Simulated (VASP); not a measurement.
Level of theory: PBE GGA, VASP's PBE PAW potentials (set 64) (plane waves; VASP).

VASP ran on this input.

**KPOINTS**
```
Automatic mesh
0
gamma
  15 15 8
```

File POSCAR:
```
Hf
1
    1.6004587101    -2.7720757628    -0.0000000000
    1.6004587101     2.7720757628    -0.0000000000
    0.0000000000     0.0000000000     5.0587135128
Hf
2
Direct
  0.3333330000   0.6666670000   0.2500000000
  0.6666670000   0.3333330000   0.7500000000
```

**INCAR**
```
ALGO=Normal
EDIFF=1E-7
ENCUT=400
GGA=PE
ISIF=2
ISMEAR=-5
LASPH=.TRUE.
LCHARG=.TRUE.
LMAXMIX=6
LORBIT=11
LREAL=.FALSE.
LWAVE=.FALSE.
NEDOS=601
NELM=100
PREC=Accurate
SYSTEM=Hf
```

POTCAR, in this order: Hf_pv (PBE.64 set). Program: vasp_std.

What VASP printed:

File OUTCAR:
```
 ion  position               nearest neighbor table
   1  0.333  0.667  0.250-   2 3.13   2 3.13   2 3.13   2 3.13   2 3.13   2 3.13
   2  0.667  0.333  0.750-   1 3.13   1 3.13   1 3.13   1 3.13   1 3.13   1 3.13
  LATTYP: Found a hexagonal cell.
 ALAT       =     3.2009173868
 C/A-ratio  =     1.5803948998
 Subroutine PRICEL returns:
 Original cell was already a primitive cell.
 Subroutine GETGRP returns: Found 24 space group operations
The static configuration has the point symmetry D_3d.
 The point group associated with its full space group is D_6h.
The dynamic configuration has the point symmetry D_3d.
 Subroutine INISYM returns: Found 24 space group operations
 Subroutine IBZKPT returns following result:
 Found    135 irreducible k-points:

 Following reciprocal coordinates:
            Coordinates               Weight
  0.000000  0.000000  0.000000      1.000000
  0.066667  0.000000  0.000000      6.000000
  0.133333  0.000000  0.000000      6.000000
  0.200000  0.000000  0.000000      6.000000
  0.266667  0.000000  0.000000      6.000000
  0.333333  0.000000  0.000000      6.000000
  0.400000  0.000000  0.000000      6.000000
  0.466667  0.000000  0.000000      6.000000
  0.066667  0.066667  0.000000      6.000000
  0.133333  0.066667  0.000000     12.000000
  0.200000  0.066667  0.000000     12.000000
  0.266667  0.066667  0.000000     12.000000
  0.333333  0.066667  0.000000     12.000000
  0.400000  0.066667  0.000000     12.000000
  0.466667  0.066667  0.000000      6.000000
  0.133333  0.133333  0.000000      6.000000
  0.200000  0.133333  0.000000     12.000000
  0.266667  0.133333  0.000000     12.000000
  0.333333  0.133333  0.000000     12.000000
  0.400000  0.133333  0.000000     12.000000
  0.200000  0.200000  0.000000      6.000000
  0.266667  0.200000  0.000000     12.000000
...
```

**OSZICAR**
```
       N       E                     dE             d eps       ncg     rms          rms(c)
DAV:   1     0.410837871257E+02    0.41084E+02   -0.10289E+04  3828   0.111E+03
DAV:   2    -0.188771140422E+02   -0.59961E+02   -0.59104E+02  4770   0.242E+02
DAV:   3    -0.205533557369E+02   -0.16762E+01   -0.16603E+01  5052   0.285E+01
DAV:   4    -0.205688221921E+02   -0.15466E-01   -0.15447E-01  4436   0.341E+00
DAV:   5    -0.205690728232E+02   -0.25063E-03   -0.25119E-03  5126   0.344E-01    0.651E+01
DAV:   6    -0.200421625839E+02    0.52691E+00   -0.50956E-01  4020   0.550E+00    0.385E+01
DAV:   7    -0.198585068502E+02    0.18366E+00   -0.85290E-01  4046   0.680E+00    0.197E+00
DAV:   8    -0.198485860931E+02    0.99208E-02   -0.56973E-02  4164   0.182E+00    0.272E-01
DAV:   9    -0.198486834215E+02   -0.97328E-04   -0.11818E-03  5286   0.275E-01    0.210E-01
DAV:  10    -0.198486723375E+02    0.11084E-04   -0.61990E-05  4274   0.631E-02    0.298E-01
DAV:  11    -0.198486744109E+02   -0.20734E-05   -0.86137E-06  4770   0.240E-02    0.162E-02
DAV:  12    -0.198486746924E+02   -0.28148E-06   -0.69066E-07  4988   0.639E-03    0.963E-03
DAV:  13    -0.198486745319E+02    0.16045E-06   -0.27696E-08  2934   0.147E-03    0.349E-03
DAV:  14    -0.198486744561E+02    0.75876E-07   -0.48009E-09  2730   0.685E-04
   1 F= -.19848674E+02 E0= -.19848674E+02  d E =0.000000E+00
```

### OUTCAR
```
------------------------ aborting loop because EDIFF is reached ----------------------------------------
  FORCE on cell =-STRESS in cart. coord.  units (eV):
  Direction    XX          YY          ZZ          XY          YZ          ZX
  --------------------------------------------------------------------------------------
  Total       -0.0324299     -0.0324299     -0.0009745      0.0000000     -0.0000000      0.0000000
  in kB       -1.1575430     -1.1575429     -0.0347850      0.0000000     -0.0000000      0.0000000
  external PRESSURE =      -0.7832903 kB  Pullay stress =       0.0000000 kB
  volume of cell :       44.89
      direct lattice vectors                 reciprocal lattice vectors
     1.600458710 -2.772075763  0.000000000     0.312410434 -0.180370251  0.000000000
     1.600458710  2.772075763  0.000000000     0.312410434  0.180370251  0.000000000
     0.000000000  0.000000000  5.058713513     0.000000000  0.000000000  0.197678718
 POSITION                                       TOTAL-FORCE (eV/Angst)
 -----------------------------------------------------------------------------------
      1.60046      0.92403      1.26468         0.000000      0.000000      0.000000
      1.60046     -0.92403      3.79404        -0.000000     -0.000000      0.000000
 -----------------------------------------------------------------------------------
    total drift:                               -0.000005      0.000183     -0.000016
  FREE ENERGIE OF THE ION-ELECTRON SYSTEM (eV)
  ---------------------------------------------------
  free  energy   TOTEN  =       -19.8486744561 eV

  energy  without entropy=      -19.8486744561  energy(sigma->0) =      -19.84867446

 total charge

# of ion       s       p       d       tot
------------------------------------------
    1        0.393   6.385   1.542   8.320
    2        0.393   6.385   1.542   8.320
--------------------------------------------------
tot          0.786  12.770   3.084  16.640
```
(Selected blocks of OUTCAR.)

OUTCAR:
```
 val. band max:        4.9419402139   @ k =   0.0667   0.0000   0.5000

 cond. band min:       4.8775316901   @ k =   0.2667   0.2000   0.5000


 Fermi energy:         4.9171013995

 k-point     1 :       0.0000    0.0000    0.0000
  band No.  band energies     occupation
      1     -26.1839      2.00000
      2     -25.4455      2.00000
      3     -25.4455      2.00000
      4     -25.3243      2.00000
      5     -25.3182      2.00000
      6     -25.3182      2.00000
      7      -2.4735      2.00000
      8       1.2011      2.00000
      9       5.5360      0.00000
     10       6.0749      0.00000
     11       6.0749      0.00000
     12       6.3625      0.00000
     13       6.8955      0.00000
     14       6.8955      0.00000

 k-point     2 :       0.0667    0.0000    0.0000
  band No.  band energies     occupation
      1     -26.1725      2.00000
      2     -25.4697      2.00000
      3     -25.4537      2.00000
      4     -25.3439      2.00000
      5     -25.3296      2.00000
      6     -25.3215      2.00000
      7      -2.3393      2.00000
      8       1.3339      2.00000
      9       5.3568     -0.19239
     10       5.7094      0.00000
     11       6.2010      0.00000
     12       6.6384      0.00000
     13       6.7570      0.00000
     14       7.0152      0.00000

 k-point     3 :       0.1333    0.0000    0.0000
  band No.  band energies     occupation
      1     -26.1392      2.00000
      2     -25.5384      2.00000
      3     -25.4764      2.00000
      4     -25.4153      2.00000
      5     -25.3455      2.00000
      6     -25.3310      2.00000
      7      -1.9490      2.00000
      8       1.7061      2.00000
      9       4.8922      1.53396
     10       5.1592      0.06684
     11       6.3556      0.00000
     12       6.5750      0.00000
     13       6.9802      0.00000
     14       7.0662      0.00000

 k-point     4 :       0.2000    0.0000    0.0000
  band No.  band energies     occupation
...
```

For a metal the tetrahedron method with Blöchl corrections gives inexact stress and forces. Unless said otherwise, spin-orbit coupling is left out, though it shifts the bands of the heavy elements here.

The compound is Hf in the hcp structure. It was relaxed first.
